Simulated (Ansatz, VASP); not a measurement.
# One calculation of Li3SiP2, two programs

```
Li Si P
1.0
     4.07869    2.35484    2.42942
    -4.07869    2.35484    2.42942
     0.00000   -4.70967    2.42942
Li Si P
3 1 2
Direct
  0.50000 0.50000 0.00000
  0.50000 0.00000 0.50000
  0.00000 0.50000 0.50000
  0.00000 0.00000 0.00000
  0.70727 0.70727 0.70727
  0.29273 0.29273 0.29273
```

Alike in both runs: functional PBE; k mesh 4 × 4 × 4; occupations gaussian, width 0.1 eV; no spin polarisation.

Ansatz relaxed the structure, and its values are those at the end. VASP's run is a single point on that final structure, the one shown.

```csv
,VASP,Ansatz
version,VASP 6.6.1,Ansatz 0.2.0
potentials or method,"VASP PAW PBE potentials, release 64 (Li_sv, Si, P)","scalar-relativistic, plane waves, PAW"
plane-wave cutoff (eV),520,420
valence electrons in the cell,23,23
```

|  | VASP | Ansatz | Ansatz less VASP |
| --- | --- | --- | --- |
| gap on the k mesh at the Fermi level (eV) | none | none | - |
| rms of the force components (eV/Å) | 0.024 | 0.010 | -0.0144 |

A gap of «none» marks a metal or a gap that the smearing closes.
